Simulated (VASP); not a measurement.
```xyz
2
Lattice="0.0000 2.9865 2.9865 2.9865 0.0000 2.9865 2.9865 2.9865 0.0000" Properties=species:S:1:pos:R:3 pbc="T T T"
Ag     0.0000     0.0000     0.0000
Br     2.9865     2.9865     2.9865
```

All values below come from vdW-DF2, VASP's PBE PAW potentials (set 64) (plane waves; VASP). Run with 520 eV cut-off, 8×8×8 Γ-centred mesh, Gaussian smearing of 0.050 eV, potentials Ag Br.

Task: What does the run give for the energy per atom (σ→0), pressure, band gap (on the k-mesh) with the smallest direct gap where there is one?

Result: 
| Item | Result |
|---|---|
| band gap (on the k-mesh) | 0.66 eV |
| smallest direct gap (on the k-mesh) | 2.11 eV |
| energy per atom (σ→0) | -0.112 eV/atom |
| pressure | 1.17 GPa |

Only differences to runs with the same potentials and settings are physical.

The compound is AgBr in the rock salt structure. This cell is one point of a volume scan, at 0.97 of the reference volume.
